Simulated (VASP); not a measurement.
Input:

```
Sc
1.0
    1.63951    -2.83971     0.00000
    1.63951     2.83971     0.00000
    0.00000     0.00000     5.07602
Sc
2
Direct
  0.33333   0.66667   0.25000
  0.66667   0.33333   0.75000
```

These are PBEsol GGA, VASP's PBE PAW potentials (set 64) (plane waves; VASP 6.6.1) values and carry that method's errors. Run with 500 eV cut-off, 13×13×7 Γ-centred mesh, first-order Methfessel-Paxton smearing of 0.10 eV, potentials Sc_sv.

Energy and stress use the plane-wave basis of the starting cell.

### Question
The ions, cell shape and volume at an external pressure of 5.0 GPa are relaxed. Which structure does the run end with?

### Answer

```
Sc
1.0
    1.60066    -2.77242     0.00000
    1.60066     2.77242     0.00000
    0.00000     0.00000     4.92971
Sc
2
Direct
  0.33333   0.66667   0.25000
  0.66667   0.33333   0.75000
```
Space group P6_3/mmc (194), at a tolerance of 0.03 Å.

### Question
How do energy and volume change from the first to the last step?

### Answer
The energy (σ→0) changes by +26.6 meV/atom and the volume by -7.4 %, in 6 ionic steps.

The compound is Sc in the hcp structure. This run relaxes it under an external pressure of 5 GPa. Symmetry was kept, so distortions that lower it aren't found.
